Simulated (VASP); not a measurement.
# NaBI4 (P4/mmm) in VASP: notebook

Runs on NaBI4. Level: PBE. Tasks: single point.

All numbers are computed with VASP 6.6.1; they aren't measurements. Logs are shortened: lines on timing, memory, paths and dates and some standing lists are left out, and cuts for length are marked.

**1. The cell of the first run**

It takes space group P4/mmm (No. 123, tetragonal). Conventional cell: a = 5.002 Å, b = 5.002 Å, c = 8.400 Å, α = 90.00°, β = 90.00°, γ = 90.00°. Na (site symmetry 4/mmm) has 8 I at 3.37 Å as nearest neighbours. B (site symmetry 4/mmm) is surrounded by 8 I at 3.17 Å. I (site symmetry 2mm) has 2 B at 3.17 Å and 2 Na at 3.37 Å and 4 I at 3.54 Å as nearest neighbours.

The cell was built by a generator and needn't be a form met in nature.

**2. Single point, PBE (species swapped into the CePrO4 type (P4/mmm, No. 123))**

The input, INCAR:

```
PREC = Accurate ; ENCUT = 520
EDIFF = 1E-6 ; ISMEAR = 0
SIGMA = 0.1 ; LREAL = F
LASPH = T ; NELM = 100
ALGO = Fast ; ISIF = 2
LWAVE = F ; LCHARG = T
GGA = PE ; LELF = T
LVHAR = T ; NBANDS = 28
```

The input, KPOINTS:

```
Automatic mesh
0
Gamma
  8 8 6
```

The input, POSCAR:

```
NaBI4
1.0
    5.0018721966      0.0000000000      0.0000000000
    0.0000000000      5.0018721966      0.0000000000
    0.0000000000      0.0000000000      8.4003126975
Na B I
1 1 4
Direct
    0.5000000000      0.5000000000      0.5000000000
    0.0000000000      0.0000000000      0.0000000000
    0.5000000000      0.0000000000      0.7684325995
    0.0000000000      0.5000000000      0.2315674005
    0.5000000000      0.0000000000      0.2315674005
    0.0000000000      0.5000000000      0.7684325995
```

Potentials or basis: VASP PAW PBE potentials, release 64 (Na_pv, B, I).

The run is started by

```
$ cat potpaw_PBE.64/Na_pv/POTCAR potpaw_PBE.64/B/POTCAR potpaw_PBE.64/I/POTCAR > POTCAR
$ mpirun -np 1 vasp_std > vasp.out
```

OUTCAR:

```text
PREC = Accurate
   ENCUT = 520
   EDIFF = 1E-6
   ISMEAR = 0
   LREAL = F
   LASPH = T
   NELM = 100
   ISIF = 2
   GGA = PE

 ion  position               nearest neighbor table
   1  0.500  0.500  0.500-
   2  0.000  0.000  0.000-
   3  0.500  0.000  0.768-   6 3.54   6 3.54   6 3.54   6 3.54
   4  0.000  0.500  0.232-   5 3.54   5 3.54   5 3.54   5 3.54
   5  0.500  0.000  0.232-   4 3.54   4 3.54   4 3.54   4 3.54
   6  0.000  0.500  0.768-   3 3.54   3 3.54   3 3.54   3 3.54

  LATTYP: Found a simple tetragonal cell.
 ALAT       =     5.0018721966
 C/A-ratio  =     1.6794336935

  Lattice vectors:

 A1 = (   5.0018721966,   0.0000000000,   0.0000000000)
 A2 = (   0.0000000000,   5.0018721966,   0.0000000000)
 A3 = (   0.0000000000,   0.0000000000,   8.4003126975)

Analysis of symmetry for initial positions (statically):
=====================================================================
 Subroutine PRICEL returns:
 Original cell was already a primitive cell.

 Routine SETGRP: Setting up the symmetry group for a
 simple tetragonal supercell.

 Subroutine GETGRP returns: Found 16 space group operations
 (whereof 16 operations were pure point group operations)
 out of a pool of 16 trial point group operations.

The static configuration has the point symmetry D_4h.

Analysis of symmetry for dynamics (positions and initial velocities):
=====================================================================
 Subroutine PRICEL returns:
 Original cell was already a primitive cell.

 Routine SETGRP: Setting up the symmetry group for a
 simple tetragonal supercell.

 Subroutine GETGRP returns: Found 16 space group operations
 (whereof 16 operations were pure point group operations)
 out of a pool of 16 trial point group operations.

The dynamic configuration has the point symmetry D_4h.

 Subroutine INISYM returns: Found 16 space group operations
 (whereof 16 operations are pure point group operations),
 and found     1 'primitive' translations

----------------------------------------------------------------------------------------
[... 93 lines left out ...]
   ISTART =      0    job   : 0-new  1-cont  2-samecut
   ICHARG =      2    charge: 1-file 2-atom 10-const
   ISPIN  =      1    spin polarized calculation?
   LNONCOLLINEAR =      F non collinear calculations
   LSORBIT =      F    spin-orbit coupling
   LASPH  =      T    aspherical Exc in radial PAW
   ENCUT  =  520.0 eV  38.22 Ry    6.18 a.u.   9.30  9.30 15.62*2*pi/ulx,y,z
   NELM   =    100;   NELMIN=  2; NELMDL= -5     # of ELM steps
   EDIFF  = 0.1E-05   stopping-criterion for ELM
   LREAL  =      F    real-space projection
   EDIFFG = 0.1E-04   stopping-criterion for IOM
   NSW    =      0    number of steps for IOM
   IBRION =     -1    ionic relax: 0-MD 1-quasi-New 2-CG
   NFREE  =      0    steps in history (QN), initial steepest desc. (CG)
   ISIF   =      2    stress and relaxation
   ISYM   =      2    0-nonsym 1-usesym 2-fastsym
   POTIM  = 0.5000    time-step for ionic-motion
   TEBEG  =    0.0;   TEEND  =   0.0 temperature during run
   PSTRESS=    0.0 pullay stress
   NELECT =      38.0000    total number of electrons
   NUPDOWN=      -1.0000    fix difference up-down
   EMIN   =  10.00;   EMAX   =-10.00  energy-range for DOS
   EFERMI =   0.00;   METHOD = LEGACY
   ISMEAR =     0;   SIGMA  =   0.10  broadening in eV -4-tet -1-fermi 0-gaus
   EFERMI_NEDOS =   21; number of points for ismear=-14 and -15
   IALGO  =     68    algorithm
   IMIX   =      4    mixing-type and parameters
     AMIX     =   0.40;   BMIX     =  1.00
     AMIX_MAG =   1.60;   BMIX_MAG =  1.00
  volume/ion in A,a.u.               =      35.03       236.38
  Fermi-wavevector in a.u.,A,eV,Ry     =   0.925726  1.749369 11.659767  0.856969
  Thomas-Fermi vector in A             =   2.051612
   LORBIT       =      0    0 simple, 1 ext, 2 COOP (PROOUT), +10 PAW based schemes
   GGA     = PE    functional components
   LHFCALC =     F    Hartree Fock is set to
   AEXX    =    0.0000 exact exchange contribution
   IVDW    =     0    specifies the selected vdW correction
   LEPSILON=     F    determine dielectric tensor
   LRPA    =     F    only Hartree local field effects (RPA)
 non-spin polarized calculation
 RMM-DIIS sequential band-by-band and
 Gauss-broadening in eV      SIGMA  =   0.10
  energy-cutoff  :      520.00
  volume of cell :      210.17
 maximum number of plane-waves:      5692
 NGX is ok and might be reduce to    40
   NGX = 19   NGY = 19   NGZ = 31

 number of electron      37.9999999 magnetization

 Free energy of the ion-electron system (eV)
  ---------------------------------------------------
  ext. energy  EPLUGINS =         0.00000000
  ---------------------------------------------------
  free energy    TOTEN  =       -11.75259571 eV

  energy without entropy =      -11.73465867  energy(sigma->0) =      -11.74362719

 E-fermi :   2.5038     XC(G=0):  -8.0129

 val. band max:        2.5009834445   @ k =   0.3750   0.3750   0.0000
 cond. band min:       2.5092968386   @ k =   0.2500   0.1250   0.5000
 fundamental gap:      0.0083133941
 Fermi energy:         2.5038125459

 k-point     1 :       0.0000    0.0000    0.0000
  band No.  band energies     occupation
      1     -21.1922      2.00000
      2     -21.1922      2.00000
      3     -21.1861      2.00000
      4     -10.4234      2.00000
      5     -10.1329      2.00000
      6      -8.8901      2.00000
[... 733 lines left out ...]
     27       9.5195      0.00000
     28       9.9587      0.00000

 [... further k-points ...]
[... 5 lines left out ...]
  --------------------------------------------------------------------------------------
  -------------------------------------------------------------------------------------
  Total       -0.0189032     -0.0189032     -0.0086768      0.0000000     -0.0000000     -0.0000000
  in kB       -0.1441072     -0.1441072     -0.0661466      0.0000000     -0.0000000     -0.0000000
  external PRESSURE =      -0.1181203 kB  Pullay stress =       0.0000000 kB

 VOLUME and BASIS-vectors are now :
 -----------------------------------------------------------------------------
  energy-cutoff  :      520.00
  volume of cell :      210.17
      direct lattice vectors                 reciprocal lattice vectors
     5.001872197  0.000000000  0.000000000     0.199925140  0.000000000  0.000000000
     0.000000000  5.001872197  0.000000000     0.000000000  0.199925140  0.000000000
     0.000000000  0.000000000  8.400312698     0.000000000  0.000000000  0.119043188

 POSITION                                       TOTAL-FORCE (eV/Angst)
 -----------------------------------------------------------------------------------
      2.50094      2.50094      4.20016        -0.000000      0.000000     -0.000000
      0.00000      0.00000      0.00000        -0.000000      0.000000     -0.000000
      2.50094      0.00000      6.45507        -0.000000      0.000000      0.001252
      0.00000      2.50094      1.94524        -0.000000      0.000000     -0.001252
      2.50094      0.00000      1.94524         0.000000     -0.000000     -0.001252
      0.00000      2.50094      6.45507         0.000000      0.000000      0.001252
 -----------------------------------------------------------------------------------
    total drift:                                0.000000      0.000000      0.000000

  FREE ENERGIE OF THE ION-ELECTRON SYSTEM (eV)
  ---------------------------------------------------
  free  energy   TOTEN  =       -11.7525957118 eV

  energy  without entropy=      -11.7346586710  energy(sigma->0) =      -11.74362719
```

OSZICAR:

```text
N       E                     dE             d eps       ncg     rms          rms(c)
DAV:   1     0.245559637994E+03    0.24556E+03   -0.15280E+04  3360   0.115E+03
DAV:   2     0.118893656321E+02   -0.23367E+03   -0.22455E+03  4184   0.225E+02
DAV:   3    -0.111170544405E+02   -0.23006E+02   -0.22690E+02  4292   0.753E+01
DAV:   4    -0.117916481338E+02   -0.67459E+00   -0.67246E+00  4072   0.137E+01
DAV:   5    -0.118125967669E+02   -0.20949E-01   -0.20947E-01  4428   0.263E+00    0.649E+00
RMM:   6    -0.117505003068E+02    0.62096E-01   -0.76022E-02  3734   0.109E+00    0.397E+00
RMM:   7    -0.117514417805E+02   -0.94147E-03   -0.64059E-02  3845   0.110E+00    0.524E-01
RMM:   8    -0.117519073926E+02   -0.46561E-03   -0.89478E-03  4372   0.579E-01    0.131E-01
RMM:   9    -0.117524882740E+02   -0.58088E-03   -0.17455E-03  4524   0.282E-01    0.603E-02
RMM:  10    -0.117525656893E+02   -0.77415E-04   -0.54522E-04  5079   0.157E-01    0.397E-02
RMM:  11    -0.117525936881E+02   -0.27999E-04   -0.11120E-04  5101   0.677E-02    0.202E-02
RMM:  12    -0.117525957705E+02   -0.20824E-05   -0.21221E-05  5036   0.299E-02    0.123E-02
RMM:  13    -0.117525957118E+02    0.58730E-07   -0.36902E-06  3333   0.124E-02
   1 F= -.11752596E+02 E0= -.11743627E+02  d E =-.179370E-01
```

Run time: 5.4 min. Hardware: 1 thread of Intel Xeon Platinum 8559C (Emerald Rapids), shared host; peak memory 0.51 GiB.

Results:

```
Free energy            : -11.7526 eV
Pressure               : 0.0 GPa
Band gap on the k mesh : none (metal or under the smearing width)
```

**3. Single point, PBE (species swapped into the CePrO4 type (P4/mmm, No. 123))**

The input, INCAR:

```
SYSTEM = NaBI4
PREC     = Accurate       ! precision mode
ENCUT    = 520            ! plane-wave cutoff, eV
EDIFF    = 1E-7           ! SCF threshold, eV
ISMEAR   = 0              ! smearing method
SIGMA    = 0.1            ! smearing width, eV
LREAL    = .False.        ! projectors in reciprocal space
LASPH    = .True.         ! aspherical terms in the spheres
NELM     = 100            ! most SCF steps
ALGO     = Normal         ! electronic algorithm
ISIF     = 2              ! what is computed and relaxed
LWAVE    = .False.        ! write WAVECAR
LCHARG   = .True.         ! write CHGCAR
GGA      = PE             ! functional
LELF     = .True.         ! ELF
LVHAR    = .True.       
NBANDS   = 28             ! bands
```

The input, KPOINTS:

```
Automatic mesh
0
Gamma
  4 4 4
  0 0 0
```

The input, POSCAR:

```
NaBI4
1.0
    5.0946511800      0.0000000000      0.0000000000
    0.0000000000      5.0946511800      0.0000000000
    0.0000000000      0.0000000000      7.3210163500
Na B I
1 1 4
Direct
    0.5000000000      0.5000000000      0.5000000000
    0.0000000000      0.0000000000      0.0000000000
    0.5000000000      0.0000000000      0.7631459800
    0.0000000000      0.5000000000      0.2368540200
    0.5000000000      0.0000000000      0.2368540200
    0.0000000000      0.5000000000      0.7631459800
```

Potentials or basis: VASP PAW PBE potentials, release 64 (Na_pv, B, I).

The run is started by

```
$ cat potpaw_PBE.64/Na_pv/POTCAR potpaw_PBE.64/B/POTCAR potpaw_PBE.64/I/POTCAR > POTCAR
$ mpirun -np 1 vasp_std > vasp.out
```

It took 85 s on 1 thread of AMD EPYC 7R13 (Zen 3), shared host; peak memory 0.28 GiB.

Results (log left out):

```yaml
Free_energy: -11.4653 eV
Pressure: 1.9 GPa
Largest_force: 0.019 eV/Å
Band_gap_on_the_k_mesh: none (metal or under the smearing width)
```

Forces in eV/Å, atoms in the order of the input:
```
Na   0.000  0.000  0.000
B    0.000  0.000  0.000
I    0.000  0.000 -0.019
I    0.000  0.000  0.019
I    0.000  0.000  0.019
I    0.000  0.000 -0.019
```

Stress tensor (GPa, compression positive):
```
1.84 0.00 0.00
0.00 1.84 0.00
0.00 0.00 2.01
```

Levels at points of the mesh, in eV from the Fermi level:
| k point | band 15 | band 16 | band 17 | band 18 | band 19 | band 20 | band 21 | band 22 | band 23 | band 24 |
| --- | --- | --- | --- | --- | --- | --- | --- | --- | --- | --- |
| (0.00, 0.00, 0.00) | -0.79 | -0.64 | -0.64 | 0.19 | 0.19 | 0.64 | 1.80 | 2.38 | 2.38 | 3.85 |
| (0.50, 0.00, 0.00) | -1.67 | -1.57 | -1.54 | -0.32 | -0.06 | 0.06 | 2.50 | 2.62 | 3.19 | 5.27 |
| (0.50, 0.50, 0.00) | 0.09 | 0.09 | 0.21 | 0.22 | 0.72 | 0.75 | 2.51 | 2.51 | 3.23 | 3.45 |
| (0.00, 0.00, 0.50) | -1.46 | -0.87 | -0.48 | -0.48 | 0.00 | 0.00 | 1.50 | 2.76 | 2.76 | 4.69 |
| (0.50, 0.00, 0.50) | -1.97 | -1.83 | -1.79 | -1.72 | -1.60 | 0.07 | 2.84 | 2.94 | 2.98 | 6.23 |
| (0.50, 0.50, 0.50) | -1.56 | -0.96 | 0.35 | 0.42 | 0.51 | 0.59 | 2.66 | 2.84 | 2.84 | 5.00 |
